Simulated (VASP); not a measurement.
A convergence study with VASP on NiAl (space group no. 221 when undisturbed): a few settings are varied, all else stays as given below, so the limit is that of these other settings. One atom is moved off its site, so that forces are finite.

```
AlNi
1.0
    2.88133     0.00000     0.00000
    0.00000     2.88133     0.00000
    0.00000     0.00000     2.88133
Al Ni
1 1
Direct
  0.50000   0.50000   0.51735
  0.00000   0.00000   0.00000
```

Level of theory: LDA (Ceperley-Alder, Perdew-Zunger), VASP's LDA PAW potentials (set 64) (plane waves; VASP). The last row used: 300 eV cut-off, 18×18×18 Γ-centred mesh, Gaussian smearing of 0.010 eV, potentials Al Ni.

```tsv
setting	E (eV/atom)	pressure (GPa)	largest force (eV/Å)	irreducible k-points
SIGMA = 1.0	…	…	…	550
SIGMA = 0.5	-6.0816	-7.62	0.265	550
SIGMA = 0.3	-6.0819	-7.84	0.264	550
SIGMA = 0.2	…	…	0.264	550
SIGMA = 0.1	-6.0823	-7.94	0.264	550
SIGMA = 0.05	-6.0823	-7.93	0.264	550
SIGMA = 0.02	-6.0823	-7.93	0.264	550
SIGMA = 0.01	-6.0823	-7.93	0.264	550
```

**Question.** Fill in the missing entries.

**Answer.** 
- SIGMA = 0.2, E (eV/atom): -6.0821
- SIGMA = 0.2, pressure (GPa): -7.92
- SIGMA = 1.0, E (eV/atom): -6.0845
- SIGMA = 1.0, pressure (GPa): -6.70
- SIGMA = 1.0, largest force (eV/Å): 0.269

Left out are rungs that failed or repeat a setting and relaxations that didn't move; long series are thinned to 24 rows.

The structure is a typed NiAl crystal (space group no. 221). The cell was not relaxed at this level, it is distorted from the ideal structure. The run is not spin-polarised, so no magnetic state was tried. The electron count is odd and the run is not spin-polarised, which forces a metal.
